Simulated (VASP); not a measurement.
Runs of VASP 6.6.1 on SbW2. All rows change the cell; the cell of one of them follows. It takes space group Fm-3m (No. 225, cubic). The conventional cell has a = 6.263 Å, b = 6.263 Å, c = 6.263 Å, α = 90.00°, β = 90.00°, γ = 90.00°. Sb (site symmetry m-3m) has 8 W at 2.71 Å as nearest neighbours. Around W (site symmetry -43m) lie 4 Sb at 2.71 Å. The cell was built by a generator and needn't be a form met in nature.

```csv
task,cell,k mesh,cutoff (eV),gap on the mesh (eV),pressure (GPa),relaxed volume (Å³/atom)
relaxation of cell and atoms,"relaxed from: random cell by space group and Wyckoff sites (Fm-3m, No. 225)",12 × 12 × 12,600,-,0.0,20.53
relaxation of cell and atoms,"relaxed from: random cell by space group and Wyckoff sites (Fm-3m, No. 225)",6 × 6 × 6,600,-,-0.1,(a)
single point,"random cell by space group and Wyckoff sites (Fm-3m, No. 225)",12 × 12 × 12,520,none,0.2,-
single point,"random cell by space group and Wyckoff sites (Fm-3m, No. 225)",6 × 6 × 6,520,none,0.2,-
```

Alike in all rows: level PBE; potentials or basis VASP PAW PBE potentials, release 64 (Sb, W_sv); no spin polarisation; smearing gaussian 0.1 eV.

Fill in the values left out.

(a) 20.51.

Caveats: the bands computed are all filled at some k points, so no gap is given (some runs).

A k mesh can miss the band edges, and the runs leave out spin-orbit coupling on Sb, W.

A gap of «none» marks a metal or a gap under the smearing width.
